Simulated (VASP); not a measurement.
Here is a VASP 6.6.1 calculation.

Contents of run.py:

```python
from ase.calculators.vasp import Vasp
from ase.dft.bandgap import bandgap
from ase.io import read

atoms = read('POSCAR')
calc = Vasp(
    directory='calc',
    xc='pbe',
    pp='PBE',
    setups='gw',
    prec='Accurate',
    encut=600,
    ediff=1e-06,
    ismear=-1,
    sigma=0.1,
    lreal=False,
    lasph=True,
    nelm=60,
    algo='Normal',
    isif=2,
    lwave=False,
    lcharg=False,
    ivdw=2,
    kpts=[7, 7, 6],
    gamma=True,
    nbands=32,
)
atoms.calc = calc

print('energy (eV):', atoms.get_potential_energy())
print('free energy (eV):', atoms.get_potential_energy(force_consistent=True))
print('forces (eV/A):')
print(atoms.get_forces())
print('stress (eV/A^3, Voigt):', atoms.get_stress())
print('Fermi level (eV):', calc.get_fermi_level())
gap, top, bottom = bandgap(calc)
print('band gap (eV):', gap, 'from (spin, k, band)', top, 'to', bottom)
```

Contents of POSCAR:

```
HfWF3
1.0
    4.5050593600      0.0000000000      0.0000000000
   -2.2525296800      3.9014958500      0.0000000000
    0.0000000000      0.0000000000      4.6932753800
Hf W F
1 1 3
Direct
   -0.0007760000     -0.0041770000      0.5205770000
    0.0195970000      0.0284780000      0.0107050000
    0.4875000000     -0.0368710000      0.0165080000
    0.0189230000      0.5288900000     -0.0101490000
    0.4866050000      0.4977720000      0.0096710000
```

Potentials or basis: VASP PAW PBE potentials, release 64 (Hf_sv_GW, W_sv_GW, F_GW).

Launch:

```console
$ python run.py
```

Task: Estimate the band gap on the k mesh.

Result: None (metal or under the smearing width).

Task: Predict the Hirshfeld charges.

Result: Hf +0.37; W +0.35; F -0.24 e.

Forces on the atoms (eV/Å):
```
Hf  -0.010 -0.445 -0.370
W    0.109  0.597  0.263
F    0.887  2.917  0.278
F   -2.072 -1.295 -0.282
F    1.086 -1.773  0.110
```

Caveat: atom-pairwise D2, TS and ULG terms overbind metals; an odd number of electrons without spin polarisation forces a metal; a magnetic or distorted state may lie lower. Spin-orbit coupling is left out, which matters for the levels of Hf, W.
